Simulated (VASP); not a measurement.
```yaml
crystal:
  lattice:
    - [-2.59896, 2.59896, 2.59896]
    - [2.59896, -2.59896, 2.59896]
    - [2.59896, 2.59896, -2.59896]
  atoms:
    - { symbol: K, position: [0.00000, 0.00000, 0.00000] }
```

Level of theory: rev-vdW-DF2, VASP's PBE PAW potentials (set 64) (plane waves; VASP 6.6.1). Run with 520 eV cut-off, 11×11×11 Γ-centred mesh, tetrahedra with Blöchl corrections, potentials K_sv.

Question: Tabulate the total density of states (states/eV per cell) against energy (eV; zero at the valence-band maximum or, without a gap, the Fermi level).

Answer: 
```
E (eV) | DOS (states/eV)
    -9.96 |  0.00
    -9.75 |  0.00
    -9.64 |  0.00
    -9.43 |  0.00
    -9.33 |  0.00
    -9.12 |  0.00
    -8.91 |  0.00
    -8.80 |  0.00
    -8.59 |  0.00
    -8.38 |  0.00
    -8.28 |  0.00
    -8.07 |  0.00
    -7.96 |  0.00
    -7.75 |  0.00
    -7.54 |  0.00
    -7.44 |  0.00
    -7.23 |  0.00
    -7.02 |  0.00
    -6.91 |  0.00
    -6.70 |  0.00
    -6.60 |  0.00
    -6.39 |  0.00
    -6.18 |  0.00
    -6.07 |  0.00
    -5.86 |  0.00
    -5.65 |  0.00
    -5.55 |  0.00
    -5.34 |  0.00
    -5.23 |  0.00
    -5.02 |  0.00
    -4.81 |  0.00
    -4.71 |  0.00
    -4.50 |  0.00
    -4.39 |  0.00
    -4.18 |  0.00
    -3.97 |  0.00
    -3.87 |  0.00
    -3.66 |  0.00
    -3.45 |  0.00
    -3.34 |  0.00
    -3.13 |  0.00
    -3.03 |  0.00
    -2.82 |  0.00
    -2.61 |  0.00
    -2.50 |  0.00
    -2.29 |  0.00
    -2.08 | ## 0.14
    -1.98 | ### 0.20
    -1.77 | #### 0.27
    -1.66 | #### 0.31
    -1.45 | ##### 0.37
    -1.24 | ###### 0.42
    -1.14 | ###### 0.45
    -0.93 | ####### 0.50
    -0.82 | ####### 0.53
    -0.61 | ######## 0.59
    -0.40 | ######### 0.65
    -0.30 | ######### 0.68
    -0.09 | ########### 0.75
     0.12 | ############ 0.88
     0.23 | ############## 0.97
     0.44 | ############## 1.00
     0.54 | ############# 0.91
     0.75 | ############ 0.86
     0.96 | ############### 1.04
     1.07 | ################ 1.15
     1.28 | ##################### 1.48
     1.49 | ######################## 1.70
     1.59 | ##################### 1.52
     1.80 | ################## 1.28
     1.91 | ################## 1.31
     2.12 | ################## 1.28
     2.33 | ################## 1.31
     2.43 | ################### 1.34
     2.64 | ##################### 1.47
     2.85 | ######################### 1.78
     2.96 | ############################# 2.05
     3.17 | ############################## 2.15
     3.27 | ####################### 1.66
     3.48 | ###################### 1.59
```
Within 2 eV below the Fermi level the largest weight inside VASP's projection spheres is K s, then K p.

The compound is K in the bcc structure. It was relaxed first.
